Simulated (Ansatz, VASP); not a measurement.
# Cross-check of BiAs between VASP and Ansatz, part 2 of 2

Aim: how closely do two programs agree when they are given the same cell, functional and k mesh? The cell is generated by rule, not measured, and may not be a known phase. The cell is taken from a series of runs on this material, whose earlier steps may have relaxed, scaled, displaced or heated it; both programs get it as it stands.

VASP 6.6.1 and Ansatz 0.2.0.

So far: The starting structure; VASP: zone-centre phonons, PBE.

The structure was built from a prototype and need not be the compound's stable phase.

### Step 3. Ansatz: zone-centre phonons, PBE

Level of this step: Ansatz beside VASP: Kohn-Sham DFT, plane waves, PBE (Ansatz).

Ansatz runs on its default PAW (the set named soft_2) files.

The same cell, functional, mesh and smearing now go to Ansatz, which takes its cutoff from its data sets.

input.yaml reads:

```yaml
crystal:
  lattice:
    - [4.1773176012, 0.0, 0.0]
    - [-2.0886588006, 3.6176631623, 0.0]
    - [0.0, 0.0, 7.4141078752]
  atoms:
    - { symbol: Bi, position: [0.0, 0.0, 0.0] }
    - { symbol: Bi, position: [0.0, 0.0, 0.5] }
    - { symbol: As, position: [0.3333333333, 0.6666666667, 0.25] }
    - { symbol: As, position: [0.6666666667, 0.3333333333, 0.75] }
kpoints:
  mp_grid: { grid: [12, 12, 6] }
hamiltonian:
  xc: pbe
scf:
  occupations: { method: methfessel_paxton, width: 0.2 }
output:
  eigenvalues: true
phonons:
  method: dfpt
```

Launch:

```
$ ansatz run input.yaml --threads 4 --pin off --max-ram 7168MiB --backend cpu --events-out ev --progress --plain --runs-dir out
```

Numbers of over 12 decimals in the logs are rounded to 6 here.

The log of the run:

```text
Engine: ansatz 0.2.0, aarch64-unknown-linux-gnu
Pseudopotentials: kind: paw
Pseudopotential: Bi, paw, valence charge 15, recommended cutoff 420 eV (normal), Bi.paw.azcp
Pseudopotential: As, paw, valence charge 15, recommended cutoff 420 eV (normal), As.paw.azcp
Functional definition: PBE
  parameter kappa = 0.804
  parameter beta = 0.066725
  exchange = pbe_x(kappa = kappa, mu = beta*pi^2/3)
  correlation = pbe_c(beta = beta)
Crystal: 4 atoms, lattice volume = 112.043 Å³
Basis set: ecut = 420 eV, 2143 PW (Γ), exchange–correlation on 60×60×100 points (8 copies of the dense FFT grid, shifted against one another)
Bands: 36, of which v1, the nominal top of the filled ones, is band 30 counted from 1 (29 counted from 0)
Symmetry: 24 space group operations
k-points: 242 of 864 (irreducible under 2 space group operations, time reversal used)
Non-local potential: Bi, projectors of the file, l = 0: 2, l = 1: 2, l = 2: 2, l = 3: 2
Non-local potential: As, projectors of the file, l = 0: 2, l = 1: 2, l = 2: 3, l = 3: 1
PAW form: soft (Blöchl's): semilocal exchange-correlation on the pseudo side does not see the compensation charge
PAW one-centre angular grid: Bi, 590 points (default); XC on 64 Gauss nodes
PAW one-centre angular grid: As, 590 points (default); XC on 64 Gauss nodes
Initial density: superposition of atomic densities (neutral atoms: chi_scale 0, normalization atom), corrected by the library's trained network
Initial wavefunctions: pseudopotential atomic-orbital guess
Functional: x = pbe(κ = 0.804, μ = 0.219515), c = pbe(β = 0.066725)
SCF iter   1: F=—  HF=-34505.044706 eV  |F-HF|=—  |Δ(HF+E_count)|=         —  Δρ=1.13e-3  dr2=1.74e-3  ethr=1.77e-3  ⟨swp⟩=6.4  Hψ=34248  notcnv=0
preconditioner: auto → LDOS  [metal: Δε(μ)=0.018 eV  Ē_g=8.356 eV  σ=0.200 eV  W_gap=0.08  n_scr=34 (ndim 8)  ℏωp=15.7 eV  f_vac=0.011  D(μ)=1.78/eV (n_scr^D=4)  β→1.0]
SCF iter   2: F=—  HF=-34505.043771 eV  |F-HF|=—  |Δ(HF+E_count)|=   9.34e-4  S|Δr|=    0.00e0  Δρ=7.03e-4  dr2=4.85e-4  ethr=2.90e-6  ⟨swp⟩=2.2  Hψ=17994  notcnv=0
SCF iter   3: F=—  HF=-34505.043579 eV  |F-HF|=—  |Δ(HF+E_count)|=   1.92e-4  S|Δr|=    0.00e0  Δρ=1.08e-4  dr2=1.21e-5  ethr=8.08e-7  ⟨swp⟩=2.9  Hψ=16730  notcnv=0
SCF iter   4: F=—  HF=-34505.043585 eV  |F-HF|=—  |Δ(HF+E_count)|=   5.35e-6  S|Δr|=    0.00e0  Δρ=2.17e-5  dr2=8.50e-7  ethr=2.02e-8  ⟨swp⟩=2.0  Hψ=15754  notcnv=0
SCF iter   5: F=—  HF=-34505.043583 eV  |F-HF|=—  |Δ(HF+E_count)|=   2.00e-6  S|Δr|=    0.00e0  Δρ=8.16e-6  dr2=1.03e-7  ethr=1.42e-9  ⟨swp⟩=2.0  Hψ=15749  notcnv=0
SCF iter   6: F=—  HF=-34505.043583 eV  |F-HF|=—  |Δ(HF+E_count)|=   5.70e-8  S|Δr|=    0.00e0  Δρ=2.54e-6  dr2=6.36e-9  ethr=1.71e-10  ⟨swp⟩=2.0  Hψ=15749  notcnv=0
SCF iter   7: F=—  HF=-34505.043583 eV  |F-HF|=—  |Δ(HF+E_count)|=   3.89e-9  S|Δr|=    0.00e0  Δρ=4.60e-7  dr2=1.89e-10  ethr=1.06e-11  ⟨swp⟩=2.0  Hψ=15769  notcnv=0
SCF iter   8: F=-34505.043583 eV  HF=-34505.043583 eV  |F-HF|=7.28e-12  |Δ(HF+E_count)|=  3.64e-11  S|Δr|=    0.00e0  Δρ=5.26e-8  dr2=4.03e-12  ethr=1.00e-12  ⟨swp⟩=8.1  Hψ=51798  notcnv=0
SCF 1 converged in 8 iterations: F = -34505.043583 eV  dr2 = 4.03e-12
  greatest PAW one-centre occupation: 0.999 electrons in one spin orbital (limit 2), on the As atom at site 3 (counted from 0), in its partial waves of l = 2
DFPT response loops at Γ: preconditioner auto → Kerker (q_TF=auto, 2.459 Å⁻¹) (partly filled bands, converged f_vac=0.012); β = 1.00, the filter's whole step (`scf.mixing.beta` (0.50) is not read by the response loops under this deck's `scf.mixing.preconditioner`; to damp them name `kerker` or `kerker_dos`, under which they read `scf.mixing.beta`, and type it under 1.00, their step now; both keys bind the ground state too); Broyden in place of MSR1
SCF converged after 8 iterations
Stability not checked: this state was not tested for a lower state beside it, because cold or Methfessel-Paxton smearing, or corrected tetrahedra, fill the levels in a way that the test cannot read (fill_not_monotonic; see scf.lower_state_search)
Free energy (F): -34505.043583 eV
Harris-Foulkes:  -34505.043583 eV  (|F-HF|=7.28e-12)
Internal energy: -34505.040586 eV  (E = F + TS)
E sigma→0 (E₀):  -34505.042833 eV
Entropy (-TS):   -0.002996 eV (-0.749 meV/atom)
Fermi energy:    10.095159 eV
--- Per-component energies (eV) ---
  E_band       = -674.208207
  E_kinetic    = 807.120202
  E_local      = -6490.644771  (includes V_loc(G=0)·N_el)
  E_nonlocal   = -220.099584
  E_hartree    = 2891.003302
  E_xc         = -460.966640
  E_vxc        = -446.646235  (∫ρ·V_xc dr)
  E_paw        = -24995.058688  (= ΣΔE_a)
  E_vpaw       = -105.943459  (= ΣTr[D̂ρ^β])
  E_aug_tail   = -0.000873  (compensation charges beyond the density's cutoff)
  E_ewald      = -6036.393534
  E_smearing   = -0.002996  (= −TS)
  E_closure    = -0.000000  (closes the sum)
  Σ components = -34505.043583   (vs F -34505.043583, Δ=0.00e0)
--- Band table (eV; the first three rows and the last of 242) ---
  k-point 0: bands = [... 26 lower, 8.6592, 9.7892, 9.7892, 9.7982, 10.7630, 11.5749, 11.5749, 12.5973, ... 2 higher]
  k-point 1: bands = [... 26 lower, 8.7182, 9.5443, 9.6860, 9.6860, 11.0896, 11.6436, 11.6436, 12.5148, ... 2 higher]
  k-point 2: bands = [... 26 lower, 8.8875, 9.1301, 9.4353, 9.4353, 11.7207, 11.8199, 11.8199, 12.3085, ... 2 higher]
  k-point 241: bands = [... 26 lower, 7.0851, 7.0851, 9.2361, 9.2361, 10.3223, 10.3223, 13.3930, 13.3930, ... 2 higher]
--- Phonons (Γ-DFPT): 4 representative perturbations + reference, on 242 of 864 k-points (Σ response iterations 12) ---
  k mesh reduced under 2 symmetry operations, with k and −k counted as one. Each operation leaves every solved perturbation unchanged. A smaller set is not used because it would not reduce the number of displacements times k-points to solve
  ASR residual: 5.939e-5 → 0.000e0 eV/Å²; symmetrization residual: 2.449e-5 eV/Å²
  ASR residual per site (eV/Å²): 5.94e-5 5.94e-5 5.22e-5 5.22e-5
  Γ frequencies (cm⁻¹): -113.16 0.00 0.00 0.00 37.97 37.97 85.20 85.20 114.71 125.57 125.57 149.83
  non-analytic LO–TO correction: not included (Born effective charges unavailable; polar crystals: no LO–TO splitting at Γ)
```

### Step 4. Side by side

Known differences besides the potentials themselves: the data sets hold 60 valence electrons in Ansatz (on its default PAW (the set named soft_2) files) and 40 in VASP; the cutoff is 420 eV in Ansatz and 500 eV in VASP. Total energies have different zeros and are not compared.

Compared:

| quantity | Ansatz | VASP | difference |
| --- | --- | --- | --- |
| optical mode 1 (imaginary, printed as negative) (cm⁻¹) | -113.2 | -112.7 | -0.5 |
| optical mode 2 to 3 (cm⁻¹) | 38.0 | 38.9 | -0.9 |
| optical mode 4 to 5 (cm⁻¹) | 85.2 | 86.6 | -1.66 % |
| optical mode 6 (cm⁻¹) | 114.7 | 114.6 | +0.14 % |
| optical mode 7 to 8 (cm⁻¹) | 125.6 | 125.8 | -0.22 % |
| optical mode 9 (cm⁻¹) | 149.8 | 150.8 | -0.62 % |

Modes are paired by rising frequency, not by their patterns, so a pair may set unlike modes beside each other; they are those without the splitting of longitudinal modes.

### Step 5. Outcome

```
r.m.s. difference of the optical zone-centre modes, each program's sorted by frequency (zone-centre phonons, PBE) : 0.90 cm⁻¹
difference in optical mode 4 to 5 (zone-centre phonons, PBE)                                                      : -1.7 %
```

**Reading.** The r.m.s. difference of the optical zone-centre modes, each program's sorted by frequency is 0.90 cm⁻¹ (zone-centre phonons, PBE). The data sets hold unlike numbers of valence electrons (60 in Ansatz and 40 in VASP), so part of the differences comes from the potentials. Among the rows given in per cent, the largest difference of the zone-centre phonons, PBE pair is in optical mode 4 to 5, -1.7 %. Such differences can come from data sets, numerical settings and the points named under the comparisons, not from the functional's error against experiment.

[Lines on the potential files, build, host, timing and source positions are cut from VASP's logs without a mark.]

[Logs are printed without paths, hosts, clocks, repeated set-up lines and the standing remarks that a program may print on its own settings, such as how far it seeks lower states.]

[Hosts, paths, dates, database ids (printed as entryN), source tags and the programs' standing remarks are cut or masked in the printed files.]
